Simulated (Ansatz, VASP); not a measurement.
# Cross-check of Ga3Ge2P3 between VASP and Ansatz

Aim: how closely do two programs agree when they are given the same cell, functional and k mesh? The cell is generated by rule, not measured, and may not be a known phase. The cell is taken from a series of runs on this material, whose earlier steps may have relaxed, scaled, displaced or heated it; both programs get it as it stands.

Method: plane waves, with VASP 6.6.1 beside it; relaxation of cell and atoms at PBE, in Ansatz 0.2.0.

The structure was built from a prototype and need not be the compound's stable phase.

### 1. Set-up

Symmetry: Pmm2, No. 25, orthorhombic system. Conventional cell: a = 3.947 Å, b = 3.957 Å, c = 11.118 Å, α = 90.00°, β = 90.00°, γ = 90.00°. Nearest to Ga lie 2 P at 2.41 Å and 2 Ge at 2.43 Å. Ga has 4 P at 2.39 to 2.41 Å nearest. Nearest to Ga lie 4 P at 2.39 to 2.41 Å. Nearest to Ge lie 2 Ge at 2.44 Å and 2 P at 2.44 Å. Ge has 2 Ga at 2.43 Å and 2 Ge at 2.44 Å nearest. Nearest to P lie 4 Ga at 2.39 to 2.41 Å. Farther neighbours are not listed.

### 2. Ansatz: relaxation of cell and atoms, PBE

Ansatz runs on its default PAW (the set named soft_2) files.

The relaxed volume is the usual yardstick between codes: in a stiff, nearly cubic crystal its relative difference is about their pressure difference at one cell divided by the bulk modulus.

input.yaml

```yaml
crystal:
  lattice:
    - [2.7906193368, 2.7906193368, 0.0]
    - [-2.7980876481, 2.7980876481, 0.0]
    - [0.0, 0.0, 11.1175311137]
  atoms:
    - { symbol: Ga, position: [0.0, 0.0, 0.0051528723] }
    - { symbol: Ga, position: [0.5, 0.5, 0.2504412088] }
    - { symbol: Ga, position: [0.0, 0.0, 0.4953280953] }
    - { symbol: Ge, position: [0.5, 0.5, 0.7480336714] }
    - { symbol: Ge, position: [0.0, 0.5, 0.8774899908] }
    - { symbol: P, position: [0.5, 1.0, 0.1296083416] }
    - { symbol: P, position: [0.0, 0.5, 0.3748474159] }
    - { symbol: P, position: [0.5, 1.0, 0.619098404] }
kpoints:
  mp_grid: { grid: [12, 12, 4] }
hamiltonian:
  xc: pbe
scf:
  occupations: { method: methfessel_paxton, width: 0.2 }
output:
  forces: true
  stress: true
  eigenvalues: true
relax:
  adjacent_minimum: "off"
  f_tol: 0.001
  max_steps: 60
  cell: { stress_tol: 0.01 }
```

Command:

```bash
ansatz run input.yaml --threads 8 --pin off --max-ram 14336MiB --backend cpu --events-out ev --progress --plain --runs-dir out
```

Numbers of over 12 decimals in the logs are rounded to 6 here.

The log of the run:

```text
Engine: ansatz 0.2.0, aarch64-unknown-linux-gnu
Pseudopotentials: kind: paw
Pseudopotential: Ga, paw, valence charge 13, recommended cutoff 420 eV (normal), Ga.paw.azcp
Pseudopotential: Ge, paw, valence charge 14, recommended cutoff 420 eV (normal), Ge.paw.azcp
Pseudopotential: P, paw, valence charge 5, recommended cutoff 420 eV (normal), P.paw.azcp
Functional definition: PBE
  parameter kappa = 0.804
  parameter beta = 0.066725
  exchange = pbe_x(kappa = kappa, mu = beta*pi^2/3)
  correlation = pbe_c(beta = beta)
Crystal: 8 atoms, lattice volume = 173.620 Å³
Basis set: ecut = 420 eV, 3413 PW (Γ), exchange–correlation on 54×54×150 points (8 copies of the dense FFT grid, shifted against one another)
Bands: 50, of which v1, the nominal top of the filled ones, is band 41 counted from 1 (40 counted from 0)
Symmetry: 4 space group operations
Space group: Pmm2 (ITA 25), of the structure as read, at distance tolerance 5.6e-5 Å
k-points: 147 of 576 (time reversal used)
Non-local potential: Ga, projectors of the file, l = 0: 2, l = 1: 2, l = 2: 3, l = 3: 1
Non-local potential: Ge, projectors of the file, l = 0: 2, l = 1: 2, l = 2: 3, l = 3: 1
Non-local potential: P, projectors of the file, l = 0: 2, l = 1: 2, l = 2: 2
PAW form: soft (Blöchl's): semilocal exchange-correlation on the pseudo side does not see the compensation charge
PAW one-centre angular grid: Ga, 590 points (default); XC on 64 Gauss nodes
PAW one-centre angular grid: Ge, 590 points (default); XC on 64 Gauss nodes
PAW one-centre angular grid: P, 110 points (default); XC on 64 Gauss nodes
Initial density: superposition of atomic densities (neutral atoms: chi_scale 0, normalization atom), corrected by the library's trained network
Initial wavefunctions: pseudopotential atomic-orbital guess
Functional: x = pbe(κ = 0.804, μ = 0.219515), c = pbe(β = 0.066725)
SCF iter   1: F=—  HF=-22208.080803 eV  |F-HF|=—  |Δ(HF+E_count)|=         —  Δρ=2.22e-3  dr2=4.39e-2  ethr=1.77e-3  ⟨swp⟩=6.6  Hψ=29217  notcnv=0
preconditioner: auto → LDOS  [metal: Δε(μ)=0.014 eV  Ē_g=16.587 eV  σ=0.200 eV  W_gap=0.06  n_scr=48 (ndim 8)  ℏωp=25.5 eV  f_vac=0.028  D(μ)=0.41/eV (n_scr^D=2)  β→1.0]
SCF iter   2: F=—  HF=-22208.096004 eV  |F-HF|=—  |Δ(HF+E_count)|=   1.52e-2  S|Δr|=    0.00e0  Δρ=3.36e-3  dr2=1.75e-1  ethr=5.35e-5  ⟨swp⟩=2.6  Hψ=14446  notcnv=0  defer=50
SCF iter   3: F=—  HF=-22208.070841 eV  |F-HF|=—  |Δ(HF+E_count)|=   2.52e-2  S|Δr|=    0.00e0  Δρ=9.10e-4  dr2=1.25e-2  ethr=5.35e-5  ⟨swp⟩=2.3  Hψ=11905  notcnv=0  defer=50
SCF iter   4: F=—  HF=-22208.068874 eV  |F-HF|=—  |Δ(HF+E_count)|=   1.97e-3  S|Δr|=    0.00e0  Δρ=2.46e-4  dr2=4.58e-4  ethr=1.53e-5  ⟨swp⟩=2.0  Hψ=9074  notcnv=0  defer=9
SCF iter   5: F=—  HF=-22208.068779 eV  |F-HF|=—  |Δ(HF+E_count)|=   9.57e-5  S|Δr|=    0.00e0  Δρ=8.34e-5  dr2=5.01e-5  ethr=5.58e-7  ⟨swp⟩=2.5  Hψ=11518  notcnv=0  defer=9
SCF iter   6: F=—  HF=-22208.068758 eV  |F-HF|=—  |Δ(HF+E_count)|=   2.07e-5  S|Δr|=    0.00e0  Δρ=3.33e-5  dr2=1.02e-5  ethr=6.11e-8  ⟨swp⟩=2.5  Hψ=8735  notcnv=0
SCF iter   7: F=—  HF=-22208.068757 eV  |F-HF|=—  |Δ(HF+E_count)|=   1.02e-6  S|Δr|=    0.00e0  Δρ=1.19e-5  dr2=6.90e-7  ethr=1.24e-8  ⟨swp⟩=2.0  Hψ=8217  notcnv=0
SCF iter   8: F=-22208.068757 eV  HF=-22208.068757 eV  |F-HF|=4.43e-8  |Δ(HF+E_count)|=   5.20e-8  S|Δr|=    0.00e0  Δρ=4.29e-6  dr2=8.24e-8  ethr=1.22e-10  ⟨swp⟩=10.1  Hψ=37683  notcnv=0
SCF 1 converged in 8 iterations: F = -22208.068757 eV  dr2 = 8.24e-8
  greatest PAW one-centre occupation: 0.998 electrons in one spin orbital (limit 2), on the Ge atom at site 3 (counted from 0), in its partial waves of l = 2
relax step   1: F+E_penalty+E_count = -22208.06875693 eV  Δ(F+E_penalty+E_count) = +0.000e0 eV  max|allowed force component| = 8.082e-3 eV/Å  Δτ_max = 0.0000 Å  P = +0.002 GPa  Ω = 173.620 Å³  (8 SCF iters, dr2 threshold 1.00e-7 eV, accepted)
[...]
relax step   2: F+E_penalty+E_count = -22208.06875941 eV  Δ(F+E_penalty+E_count) = -2.477e-6 eV  max|allowed force component| = 4.622e-4 eV/Å  Δτ_max = 0.0006 Å  P = +0.000 GPa  Ω = 173.625 Å³  energy of the carried Pulay correction = -9.855e-7 eV  (6 SCF iters, dr2 threshold 4.08e-9 eV, accepted)
[...]
relax step   3: F+E_penalty+E_count = -22208.06876117 eV  Δ(F+E_penalty+E_count) = -1.760e-6 eV  max|allowed force component| = 4.595e-4 eV/Å  Δτ_max = 0.0000 Å  P = +0.000 GPa  Ω = 173.625 Å³  stress off target by 4.16e-3 GPa  SCF on the basis re-selected at this cell (its energy is not comparable with the rows above)  (9 SCF iters)
basis re-selected at this cell: Δ(F+E_penalty+E_count) = -1.760e-6 eV, ΔP = -0.000 GPa vs the last step (what re-selecting the basis moved, of the pressure what is left beyond the Pulay correction that the steps carried, after the strain that the cell walked since its last selection, with what the two solves' SCF thresholds leave and, on support functions, any second-order correction that the steps lacked; it is no m [...]
SCF converged after 9 iterations
Stability not checked: this state was not tested for a lower state beside it, because cold or Methfessel-Paxton smearing, or corrected tetrahedra, fill the levels in a way that the test cannot read (fill_not_monotonic; see scf.lower_state_search)
Free energy (F): -22208.068761 eV
Harris-Foulkes:  -22208.068761 eV  (|F-HF|=7.28e-12)
Internal energy: -22208.067822 eV  (E = F + TS)
E sigma→0 (E₀):  -22208.068526 eV
Entropy (-TS):   -0.000939 eV (-0.117 meV/atom)
Fermi energy:    7.605210 eV
--- Per-component energies (eV) ---
  E_band       = -509.231398
  E_kinetic    = 777.177206
  E_local      = -12267.333517  (includes V_loc(G=0)·N_el)
  E_nonlocal   = 2211.926126
  E_hartree    = 5566.826370
  E_xc         = -541.356226
  E_vxc        = -483.426568  (∫ρ·V_xc dr)
  E_paw        = -11713.768841  (= ΣΔE_a)
  E_vpaw       = -1881.227516  (= ΣTr[D̂ρ^β])
  E_aug_tail   = 0.000214  (compensation charges beyond the density's cutoff)
  E_ewald      = -6241.539153
  E_smearing   = -0.000939  (= −TS)
  E_closure    = 0.000000  (closes the sum)
  Σ components = -22208.068761   (vs F -22208.068761, Δ=0.00e0)
--- Forces (eV/Å), atoms counted from 1 ---
  atom   1  Ga     0.00000000     0.00000000    -0.00014706
  atom   2  Ga     0.00000000     0.00000000    -0.00025962
  atom   3  Ga     0.00000000     0.00000000     0.00045952
  atom   4  Ge     0.00000000    -0.00000000    -0.00039253
  atom   5  Ge    -0.00000000     0.00000000    -0.00017559
  atom   6  P     -0.00000000    -0.00000000     0.00017636
  atom   7  P     -0.00000000    -0.00000000     0.00009828
  atom   8  P     -0.00000000     0.00000000     0.00024061
  max |Σ_I F_I| component: 3.06e-8 eV/Å
--- Stress (GPa, compression-positive) ---
        0.001014      -0.003149      -0.000000
       -0.003149       0.001014      -0.000000
       -0.000000      -0.000000      -0.001835
  P = ⅓ Tr σ = 0.0001 GPa (0.001 kbar)
--- Band table (eV; the first three rows and the last of 147) ---
  k-point 0: bands = [... 37 lower, 5.5754, 6.8830, 7.0441, 7.5332, 7.5631, 8.3719, 8.4215, 8.8143, ... 5 higher]
  k-point 1: bands = [... 37 lower, 5.8120, 6.1908, 6.8701, 7.4216, 7.8089, 8.3177, 8.6700, 8.9281, ... 5 higher]
  k-point 2: bands = [... 37 lower, 5.8529, 6.1105, 6.6151, 7.2755, 7.8841, 8.2562, 8.9198, 9.2342, ... 5 higher]
  k-point 146: bands = [... 37 lower, 3.8434, 4.0486, 4.5540, 4.5739, 9.0802, 9.1140, 9.5686, 9.6032, ... 5 higher]
--- Relaxed structure (2 steps of the walk, 2 accepted, 1 SCFs on fresh bases) ---
  F+E_penalty+E_count = -22208.06876117 eV   max|allowed force component| = 4.595e-4 eV/Å   (the final SCF, on the basis selected at the relaxed cell)
  cell:  # Å, volume = 173.6250 Å³
    - [2.790690, 2.790690, 0]
    - [-2.797932, 2.797932, 0]
    - [0.0, 0, 11.118176]
  atoms:
    - { symbol: Ga, position: [0, 0, 0.00517242] }
    - { symbol: Ga, position: [0.500000, 0.500000, 0.250441] }
    - { symbol: Ga, position: [0, 0, 0.495295] }
    - { symbol: Ge, position: [0.500000, 0.500000, 0.748090] }
    - { symbol: Ge, position: [0, 0.500000, 0.877510] }
    - { symbol: P, position: [0.5, 1.000000, 0.129611] }
    - { symbol: P, position: [0, 0.500000, 0.374821] }
    - { symbol: P, position: [0.5, 1.000000, 0.619060] }
```

The column dr2 measures how far the density is from self-consistency, as an energy; F and HF (Harris–Foulkes) agree once it is small.

### 3. VASP: relaxation of cell and atoms, PBE

The same cell, functional, mesh and smearing now go to VASP, with its own data sets.

Lines of VASP's logs that name or quote its potential files are left out, and so is its time.

INCAR

```
SYSTEM = Ga3Ge2P3
PREC = Accurate
ENCUT = 500
EDIFF = 1E-07
NELM = 120
ISMEAR = 1
SIGMA = 0.2
LREAL = .FALSE.
ALGO = Normal
GGA = PE
NBANDS = 50
LORBIT = 11
LWAVE = .FALSE.
LCHARG = .FALSE.
ISIF = 3
IBRION = 2
NSW = 80
EDIFFG = -0.005
LASPH = .TRUE.
GGA_COMPAT = .FALSE.
NELMIN = 4
KPAR = 2
```

POSCAR

```
Ga3Ge2P3
1.0
    2.7906190000      2.7906190000      0.0000000000
   -2.7980880000      2.7980880000      0.0000000000
    0.0000000000      0.0000000000     11.1175310000
Ga Ge P
3 2 3
Direct
    0.0000000000      0.0000000000      0.0051528527
    0.5000000000      0.4999998213      0.2504412176
    0.0000000000      0.0000000000      0.4953281444
    0.5000000000      0.4999998213      0.7480337136
    0.0000000000      0.5000000000      0.8774899751
    0.5000000000      0.9999998213      0.1296083636
    0.0000000000      0.5000000000      0.3748474369
    0.5000000000      0.9999998213      0.6190984311
```

KPOINTS

```
Automatic mesh
0
Gamma
12 12 4
0 0 0
```

The projector-augmented-wave data sets are Ga_d, Ge_d and P (PBE family, release 64).

Command:

```bash
mpirun -np 2 vasp_std
```

The log of the run:

```text
[banner, memory and clock lines left out]
running    2 mpi-ranks, on    1 nodes
 distrk:  each k-point on    1 cores,    2 groups
 distr:  one band on    1 cores,    1 groups

 POSCAR found type information on POSCAR GaGeP
 POSCAR found :  3 types and       8 ions
 LDA part: xc-table for (Slater+PW92), standard interpolation
 POSCAR, INCAR and KPOINTS ok, starting setup
 FFT: planning ... GRIDC
 FFT: planning ... GRID_SOFT
 FFT: planning ... GRID
 WAVECAR not read
 entering main loop
       N       E                     dE             d eps       ncg     rms          rms(c)
DAV:   1     0.808074658840E+03    0.80807E+03   -0.37428E+04 17476   0.313E+03
DAV:   2     0.132611630468E+03   -0.67546E+03   -0.64922E+03 14836   0.852E+02
DAV:   3    -0.240260625514E+02   -0.15664E+03   -0.15181E+03 16858   0.226E+02
DAV:   4    -0.361965918500E+02   -0.12171E+02   -0.12043E+02 17440   0.695E+01
DAV:   5    -0.366759589700E+02   -0.47937E+00   -0.47810E+00 19126   0.139E+01    0.774E+00
DAV:   6    -0.359228667663E+02    0.75309E+00   -0.13133E+00 20522   0.195E+01    0.473E+00
DAV:   7    -0.358430899888E+02    0.79777E-01   -0.10210E+00 19908   0.624E+00    0.145E+00
DAV:   8    -0.358378443602E+02    0.52456E-02   -0.21454E-01 19078   0.521E+00    0.535E-01
DAV:   9    -0.358393814824E+02   -0.15371E-02   -0.24402E-02 18124   0.188E+00    0.155E-01
DAV:  10    -0.358399351799E+02   -0.55370E-03   -0.42606E-03 18966   0.441E-01    0.931E-02
DAV:  11    -0.358403065217E+02   -0.37134E-03   -0.65606E-04 21070   0.154E-01    0.300E-02
DAV:  12    -0.358403487432E+02   -0.42221E-04   -0.91948E-05 17728   0.613E-02    0.139E-02
DAV:  13    -0.358403654717E+02   -0.16729E-04   -0.33990E-05 18728   0.337E-02    0.633E-03
DAV:  14    -0.358403662505E+02   -0.77871E-06   -0.27983E-06 18288   0.153E-02    0.480E-03
DAV:  15    -0.358403665072E+02   -0.25674E-06   -0.58340E-07 15676   0.522E-03    0.132E-03
DAV:  16    -0.358403665259E+02   -0.18668E-07   -0.74052E-08 11164   0.233E-03
   1 F= -.35840367E+02 E0= -.35840031E+02  d E =-.358404E+02
 curvature:   0.00 expect dE= 0.000E+00 dE for cont linesearch  0.000E+00
 trial: gam= 0.00000 g(F)=  0.788E-05 g(S)=  0.226E-04 ort = 0.000E+00 (trialstep = 0.100E+01)
 search vector abs. value=  0.304E-04
 bond charge predicted
       N       E                     dE             d eps       ncg     rms          rms(c)
DAV:   1    -0.358406500463E+02   -0.28354E-03   -0.55332E-03 20020   0.796E-01    0.102E-01
DAV:   2    -0.358404445231E+02    0.20552E-03   -0.69600E-04 19506   0.301E-01    0.491E-02
DAV:   3    -0.358403814476E+02    0.63075E-04   -0.12889E-04 20936   0.115E-01    0.991E-03
DAV:   4    -0.358403791738E+02    0.22738E-05   -0.20497E-05 16750   0.428E-02    0.605E-03
DAV:   5    -0.358403792082E+02   -0.34397E-07   -0.18377E-06 23242   0.112E-02    0.236E-03
DAV:   6    -0.358403794788E+02   -0.27059E-06   -0.44738E-07 14218   0.755E-03    0.777E-04
DAV:   7    -0.358403795229E+02   -0.44074E-07   -0.42822E-08  8572   0.154E-03
   2 F= -.35840380E+02 E0= -.35840047E+02  d E =-.129970E-04
 trial-energy change:   -0.000013  1 .order   -0.000014   -0.000030    0.000003
 step:   0.8962(harm=  0.9074)  dis= 0.00028  next Energy=   -35.840380 (dE=-0.132E-04)
 reached required accuracy - stopping structural energy minimisation
```

[end of part 1 of 2]

[Lines on the potential files, build, host, timing and source positions are cut from VASP's logs without a mark.]

[Logs are printed without paths, hosts, clocks, repeated set-up lines and the standing remarks that a program may print on its own settings, such as how far it seeks lower states.]

[Hosts, paths, dates, database ids (printed as entryN), source tags and the programs' standing remarks are cut or masked in the printed files.]
